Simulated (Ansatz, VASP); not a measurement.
# Cross-check of H23C11 (amorphous polyisobutylene at 640 K) between VASP and Ansatz

Wanted: the spread between two codes on one cell, functional and k mesh. The cell is taken from a series of runs on this material, whose earlier steps may have relaxed, scaled, displaced or heated it; both programs get it as it stands.

Calculated with Ansatz 0.2.0; plane waves, with VASP 6.6.1 beside it; single point at PBE with D3(BJ).

### 1. The structure

The cell holds 136 atoms: 44 C and 92 H. Cell: a = 11.429 Å, b = 11.429 Å, c = 11.429 Å, α = 90.0°, β = 90.0°, γ = 90.0°. As first built, before any earlier steps moved the atoms (in the runner's words): 2 polyisobutylene chains of 5 units placed at random, at 0.691 g/cm^3; overlaps pushed apart, then 20 ps at 800 K with MMFF94 bonds, angles, torsions, charges and radii (Halgren, J. Comput. Chem. 17, 490 (1996)) in harmonic and 12-6 forms; charges of ions scaled by 0.8. Snapshot after 30 ps at 640 K and fixed volume.

### 2. VASP: single point, PBE with D3(BJ)

With cell and atoms fixed, the geometry can't cause a difference; cores, projectors, grids and the points listed under the comparison can.

Lines of VASP's logs that name or quote its potential files are left out, and so is its time.

File INCAR:

```
SYSTEM = H23C11
PREC = Accurate
ENCUT = 600
EDIFF = 1E-06
NELM = 120
ISMEAR = 0
SIGMA = 0.01
LREAL = Auto
ALGO = Normal
GGA = PE
IVDW = 12
NBANDS = 229
LORBIT = 11
LWAVE = .FALSE.
LCHARG = .FALSE.
ISIF = 2
LASPH = .TRUE.
GGA_COMPAT = .FALSE.
EFERMI = MIDGAP
```

File POSCAR:

```
H23C11
1.0
   11.4289300000      0.0000000000      0.0000000000
    0.0000000000     11.4289300000      0.0000000000
    0.0000000000      0.0000000000     11.4289300000
C H
44 92
Direct
    0.3521700000      0.4797100000      0.3018500000
    0.4416800000      0.5385500000      0.3817000000
    0.5150700000      0.4578700000      0.4626200000
    0.4318500000      0.3966700000      0.5493400000
    0.5960300000      0.5370400000      0.5349400000
    0.5791600000      0.3569700000      0.3970800000
    0.6896800000      0.3707700000      0.3175000000
    0.6994800000      0.2536400000      0.2515300000
    0.6722900000      0.4687500000      0.2271600000
    0.7973800000      0.3940100000      0.3978900000
    0.9274800000      0.3789900000      0.3601900000
    0.9650400000      0.2497400000      0.3578700000
    0.9524700000      0.4307200000      0.2381500000
    0.0064200000      0.4534300000      0.4437600000
    0.0251700000      0.4344400000      0.5776000000
    0.9125900000      0.4290000000      0.6506000000
    0.0933300000      0.3202600000      0.6003100000
    0.1078300000      0.5348000000      0.6205400000
    0.0689100000      0.6624300000      0.6489200000
    0.9935200000      0.7208800000      0.5543000000
    0.1830900000      0.7333100000      0.6603100000
    0.0043800000      0.6709200000      0.7669300000
    0.1047300000      0.9312200000      0.2640900000
    0.2127400000      0.0068500000      0.2416000000
    0.3339100000      0.9460900000      0.2511100000
    0.3490800000      0.9013200000      0.3774900000
    0.4275600000      0.0403000000      0.2302800000
    0.3478700000      0.8359800000      0.1718600000
    0.3612000000      0.8368500000      0.0360600000
    0.3373100000      0.7103200000      0.9962500000
[... 100 atom lines left out ...]
    0.5403300000      0.0836800000      0.5224600000
    0.4787300000      0.9960000000      0.6347700000
    0.5483300000      0.1303700000      0.6699600000
    0.5995000000      0.8248800000      0.5506500000
    0.7529600000      0.8413700000      0.5321900000
    0.6546400000      0.9240700000      0.4443300000
```

File KPOINTS:

```
Automatic mesh
0
Gamma
1 1 1
0 0 0
```

The projector-augmented-wave data sets are C and H (PBE family, release 64).

The run is started by

```
$ export OMP_NUM_THREADS=3
$ mpirun -np 1 vasp_gam
```

Numbers of over 12 decimals in the logs are rounded to 6 here.

The program printed:

```text
[banner, memory and clock lines left out]
running    1 mpi-ranks, on    1 nodes
[...]
Offloading initialized ...    1 GPUs detected
[...]
LDA part: xc-table for (Slater+PW92), standard interpolation
 POSCAR, INCAR and KPOINTS ok, starting setup
[...]
entering main loop
       N       E                     dE             d eps       ncg     rms          rms(c)
DAV:   1     0.186096983531E+04    0.18610E+04   -0.13437E+05   458   0.116E+03
DAV:   2    -0.537962077196E+03   -0.23989E+04   -0.22604E+04   607   0.249E+02
DAV:   3    -0.806845794402E+03   -0.26888E+03   -0.26676E+03   596   0.845E+01
DAV:   4    -0.815113844482E+03   -0.82681E+01   -0.82446E+01   620   0.171E+01
[...]
DAV:  18    -0.739229059139E+03    0.69112E-05   -0.12091E-05   532   0.861E-03    0.708E-03
DAV:  19    -0.739229056838E+03    0.23008E-05   -0.78245E-06   572   0.693E-03    0.252E-03
DAV:  20    -0.739229057412E+03   -0.57333E-06   -0.23682E-06   428   0.419E-03
   1 F= -.74541041E+03 E0= -.74541041E+03  d E =0.000000E+00
```

OUTCAR, selected parts (step 2):

```text
  FREE ENERGIE OF THE ION-ELECTRON SYSTEM (eV)
  ---------------------------------------------------
  free  energy   TOTEN  =      -745.4104057953 eV

  energy  without entropy=     -745.4104057953  energy(sigma->0) =     -745.41040580
```

The run ends at a pressure of -0.26 GPa, with forces up to 0.027 eV/Å.

### 3. Ansatz: single point, PBE with D3(BJ)

Ansatz runs on its default PAW (the set named soft_2) files.

The same cell, functional and mesh now go to Ansatz, which takes its cutoff from its data sets.

File input.yaml:

```yaml
crystal:
  lattice:
    - [11.42893, 0.0, 0.0]
    - [0.0, 11.42893, 0.0]
    - [0.0, 0.0, 11.42893]
  atoms:
    - { symbol: C, position: [0.35217, 0.47971, 0.30185] }
    - { symbol: C, position: [0.44168, 0.53855, 0.3817] }
    - { symbol: C, position: [0.51507, 0.45787, 0.46262] }
    - { symbol: C, position: [0.43185, 0.39667, 0.54934] }
    - { symbol: C, position: [0.59603, 0.53704, 0.53494] }
    - { symbol: C, position: [0.57916, 0.35697, 0.39708] }
    - { symbol: C, position: [0.68968, 0.37077, 0.3175] }
    - { symbol: C, position: [0.69948, 0.25364, 0.25153] }
    - { symbol: C, position: [0.67229, 0.46875, 0.22716] }
    - { symbol: C, position: [0.79738, 0.39401, 0.39789] }
    - { symbol: C, position: [0.92748, 0.37899, 0.36019] }
    - { symbol: C, position: [0.96504, 0.24974, 0.35787] }
    - { symbol: C, position: [0.95247, 0.43072, 0.23815] }
    - { symbol: C, position: [0.00642, 0.45343, 0.44376] }
    - { symbol: C, position: [0.02517, 0.43444, 0.5776] }
    - { symbol: C, position: [0.91259, 0.429, 0.6506] }
    - { symbol: C, position: [0.09333, 0.32026, 0.60031] }
    - { symbol: C, position: [0.10783, 0.5348, 0.62054] }
    - { symbol: C, position: [0.06891, 0.66243, 0.64892] }
    - { symbol: C, position: [0.99352, 0.72088, 0.5543] }
    - { symbol: C, position: [0.18309, 0.73331, 0.66031] }
    - { symbol: C, position: [0.00438, 0.67092, 0.76693] }
    - { symbol: H, position: [0.29019, 0.42531, 0.35126] }
    - { symbol: H, position: [0.39358, 0.42357, 0.23575] }
    - { symbol: H, position: [0.30078, 0.54593, 0.2548] }
    - { symbol: H, position: [0.3954, 0.60068, 0.43927] }
    - { symbol: H, position: [0.50079, 0.59254, 0.32847] }
    - { symbol: H, position: [0.37526, 0.33259, 0.50547] }
    - { symbol: H, position: [0.37541, 0.46056, 0.59382] }
    - { symbol: H, position: [0.48182, 0.34933, 0.61648] }
[... 100 atom lines left out ...]
    - { symbol: H, position: [0.54033, 0.08368, 0.52246] }
    - { symbol: H, position: [0.47873, 0.996, 0.63477] }
    - { symbol: H, position: [0.54833, 0.13037, 0.66996] }
    - { symbol: H, position: [0.5995, 0.82488, 0.55065] }
    - { symbol: H, position: [0.75296, 0.84137, 0.53219] }
    - { symbol: H, position: [0.65464, 0.92407, 0.44433] }
kpoints:
  mp_grid: { grid: [1, 1, 1] }
hamiltonian:
  xc: pbe
  dispersion: d3bj
scf:
  occupations: { method: fixed }
output:
  forces: true
  stress: true
  populations: true
  dos:
    method: { smearing: { sigma: 0.15 } }
    de: 0.1
    projected: { site_lists: { C: [C], H: [H] } }
  eigenvalues: true
  write_density: true
  write_potential: true
  volumetric_format: npy
  elf: true
```

The run is started by

```
$ ansatz run input.yaml --threads 4 --pin off --max-ram 8192MiB --backend cpu --events-out ev --progress --plain --runs-dir out
```

The program printed:

```text
Engine: ansatz 0.2.0, aarch64-unknown-linux-gnu
Pseudopotentials: kind: paw
Pseudopotential: C, paw, valence charge 4, recommended cutoff 420 eV (normal), C.paw.azcp
Pseudopotential: H, paw, valence charge 1, recommended cutoff 420 eV (normal), H.paw.azcp
Functional definition: PBE
  parameter kappa = 0.804
  parameter beta = 0.066725
  exchange = pbe_x(kappa = kappa, mu = beta*pi^2/3)
  correlation = pbe_c(beta = beta)
Crystal: 136 atoms, lattice volume = 1492.852 Å³
Basis set: ecut = 420 eV, 29039 PW (Γ), exchange–correlation on 160×160×160 points (8 copies of the dense FFT grid, shifted against one another)
Bands: 270, of which v1, the nominal top of the filled ones, is band 134 counted from 1 (133 counted from 0)
Symmetry: 1 space group operations
Space group: P1 (ITA 1), of the structure as read, at distance tolerance 1.1e-4 Å
k-points: 1
Non-local potential: C, projectors of the file, l = 0: 2, l = 1: 2, l = 2: 1
Non-local potential: H, projectors of the file, l = 0: 2, l = 1: 1
PAW form: soft (Blöchl's): semilocal exchange-correlation on the pseudo side does not see the compensation charge
PAW one-centre angular grid: C, 110 points (default); XC on 64 Gauss nodes
PAW one-centre angular grid: H, 110 points (default); XC on 64 Gauss nodes
Initial density: superposition of atomic densities (neutral atoms: chi_scale 0, normalization atom), corrected by the library's trained network
Initial wavefunctions: pseudopotential atomic-orbital guess
Functional: x = pbe(κ = 0.804, μ = 0.219515), c = pbe(β = 0.066725)
SCF iter   1: F=—  HF=-12529.497993 eV  |F-HF|=—  |Δ(HF+E_count)|=         —  Δρ=3.90e-3  dr2=2.45e-1  ethr=1.77e-3  ⟨swp⟩=4.0  Hψ=929  notcnv=0  defer=130
preconditioner: auto → Resta (q_TF=auto, 2.049 Å⁻¹)  ε∞=2.1  [insulator: Δε(μ)=5.289 eV  Ē_g=15.137 eV  n_scr=202 (ndim 8)  ℏωp=15.7 eV  f_vac=0.335  ε∞_Penn≈2.1]
SCF iter   2: F=—  HF=-12529.498061 eV  |F-HF|=—  |Δ(HF+E_count)|=   6.74e-5  Δρ=1.55e-3  dr2=4.73e-2  ethr=9.13e-5  ⟨swp⟩=3.0  Hψ=448  notcnv=0  defer=133
SCF iter   3: F=—  HF=-12529.520552 eV  |F-HF|=—  |Δ(HF+E_count)|=   2.25e-2  Δρ=6.03e-4  dr2=8.56e-3  ethr=1.77e-5  ⟨swp⟩=4.0  Hψ=279  notcnv=0  defer=134
SCF iter   4: F=—  HF=-12529.526205 eV  |F-HF|=—  |Δ(HF+E_count)|=   5.65e-3  Δρ=1.47e-4  dr2=6.34e-4  ethr=3.19e-6  ⟨swp⟩=3.0  Hψ=240  notcnv=0  defer=134
SCF iter   5: F=—  HF=-12529.526364 eV  |F-HF|=—  |Δ(HF+E_count)|=   1.59e-4  Δρ=5.73e-5  dr2=8.06e-5  ethr=2.36e-7  ⟨swp⟩=3.0  Hψ=252  notcnv=0  defer=134
SCF iter   6: F=—  HF=-12529.526474 eV  |F-HF|=—  |Δ(HF+E_count)|=   1.09e-4  Δρ=1.88e-5  dr2=7.18e-6  ethr=3.01e-8  ⟨swp⟩=2.0  Hψ=406  notcnv=0  defer=134
SCF iter   7: F=—  HF=-12529.526475 eV  |F-HF|=—  |Δ(HF+E_count)|=   1.80e-6  Δρ=4.75e-6  dr2=5.99e-7  ethr=2.68e-9  ⟨swp⟩=2.0  Hψ=267  notcnv=0  defer=134
SCF iter   8: F=—  HF=-12529.526476 eV  |F-HF|=—  |Δ(HF+E_count)|=   1.09e-6  Δρ=2.06e-6  dr2=1.02e-7  ethr=3.73e-11  ⟨swp⟩=24.0  Hψ=2691  notcnv=0
SCF iter   9: F=-12529.526477 eV  HF=-12529.526477 eV  |F-HF|=2.20e-8  |Δ(HF+E_count)|=   1.25e-7  Δρ=4.93e-7  dr2=6.85e-9  ethr=3.73e-11  ⟨swp⟩=9.0  Hψ=1475  notcnv=0
SCF 1 converged in 9 iterations: F = -12529.526477 eV  dr2 = 6.85e-9
  greatest PAW one-centre occupation: 0.659 electrons in one spin orbital (limit 2), on the C atom at site 80 (counted from 0), in its partial waves of l = 0
[...]
atom  85  C     -0.00035388    -0.00051012    -0.00647373
  atom  86  C      0.00444863    -0.00308308     0.00533998
  atom  87  C     -0.00331527     0.00023941     0.00093387
  atom  88  C      0.00547397    -0.00672138    -0.00151234
  atom  89  C      0.00100240     0.00454200    -0.00080060
  atom  90  C     -0.00328483    -0.01132177    -0.00698649
  atom  91  H      0.01146891    -0.00628732     0.00332846
  atom  92  H     -0.00359634     0.00650288    -0.01070310
  atom  93  H      0.00344433     0.00936625     0.00614946
  atom  94  H     -0.00111438    -0.00947859    -0.00742714
  atom  95  H      0.00255319    -0.00597231     0.01109485
  atom  96  H     -0.01461819     0.00407942    -0.00466975
  atom  97  H     -0.00121922    -0.00739194    -0.00557363
  atom  98  H      0.01046675     0.01512709    -0.00271126
  atom  99  H      0.00587901    -0.00722559     0.01331992
  atom 100  H     -0.01479580     0.00708091    -0.00286187
  atom 101  H     -0.00199435    -0.01106446    -0.00736508
  atom 102  H     -0.01032981     0.00676361    -0.00613357
  atom 103  H      0.00732144     0.00544134     0.00194980
  atom 104  H     -0.00555480     0.00665480    -0.00315171
  atom 105  H      0.00640412     0.00166389    -0.00080467
  atom 106  H     -0.00048078     0.00156707     0.00338834
  atom 107  H     -0.00062027    -0.00724722    -0.00187502
  atom 108  H      0.00122737     0.00020443     0.00118579
[...]
atom 129  H     -0.00069015     0.00437764     0.00475641
  atom 130  H     -0.00046637    -0.00008533     0.00072715
  atom 131  H      0.00193880    -0.00059880     0.00620824
  atom 132  H      0.00138945     0.00031554    -0.00064204
  atom 133  H     -0.00138353     0.00113600     0.00074453
  atom 134  H      0.00115133     0.00483355     0.00122012
  atom 135  H     -0.00050613    -0.00171855     0.00187689
  atom 136  H      0.00159139    -0.00012784     0.00443550
  max |Σ_I F_I| component: 1.68e-5 eV/Å
--- Stress (GPa, compression-positive) ---
       -0.180114       0.007601       0.022157
        0.007600      -0.242659      -0.040180
        0.022158      -0.040180      -0.236923
  P = ⅓ Tr σ = -0.2199 GPa (-2.199 kbar)
--- Band table (eV) ---
  k-point 0: bands = [... 130 lower, -3.0257, -2.9648, -2.8036, -2.7725, 2.4874, 3.2937, 3.3609, 3.4487, ... 132 higher]
--- Löwdin populations: 136 sites ---
  site symbol       q [e]
     0      C      4.4558
     1      C      4.2658
     2      C      3.9115
     3      C      4.4562
     4      C      4.4571
     5      C      4.2812
     6      C      3.9139
     7      C      4.4544
     8      C      4.4580
     9      C      4.2792
    10      C      3.9141
    11      C      4.4577
    12      C      4.4608
    13      C      4.2783
    14      C      3.9146
    15      C      4.4560
    16      C      4.4580
    17      C      4.2825
    18      C      3.9020
    19      C      4.4584
    20      C      4.4531
    21      C      4.4620
    22      H      0.8292
    23      H      0.8231
[...]
128      H      0.8339
   129      H      0.8303
   130      H      0.8254
   131      H      0.8216
   132      H      0.8239
   133      H      0.8242
   134      H      0.8235
   135      H      0.8254
  spilling = 0.011104 (of n_electrons = 268.000000)
```

The column dr2 measures how far the density is from self-consistency, as an energy; F and HF (Harris–Foulkes) agree once it is small.

### 4. Comparison

Known differences besides the potentials themselves: fixed occupations in Ansatz, narrow Gaussian smearing in VASP; the cutoff is 420 eV in Ansatz and 600 eV in VASP (PREC = Accurate, projectors in real space). Total energies have different zeros and are not compared.

The two programs side by side:

```csv
quantity,Ansatz,VASP,difference
pressure (GPa),-0.22,-0.26,+0.04
gap on the k mesh (eV),5.260,5.257,+0.003
```

At this near-relaxed geometry the largest component of a force difference is 23 meV/Å. A gap on the mesh is an upper bound, since the band edges may lie between its points.

### 5. Outcome

```yaml
difference_in_gap_on_the_k_mesh_single_point_pbe_with_d3_bj: 0.0025 eV
r_m_s_force_difference_single_point_pbe_with_d3_bj: 9.8 meV/Å
```

The r.m.s. force difference is 9.8 meV/Å (single point, PBE with D3(BJ)), within the 12 meV/Å picked in this series as the mark of a large difference. How closely two codes agree says nothing of how well the functional describes the real material.

[Lines on the potential files, build, host, timing and source positions are cut from VASP's logs without a mark.]

[Logs are printed without paths, hosts, clocks, repeated set-up lines and the standing remarks that a program may print on its own settings, such as how far it seeks lower states.]

[Hosts, paths, dates, database ids (printed as entryN), source tags and the programs' standing remarks are cut or masked in the printed files.]

[The MMFF94 radii named for the starting cell were scaled by 0.96; in molecules described by MMFF94, hydrogen bound to N, O or S took a small fixed 12-6 site in their place.]
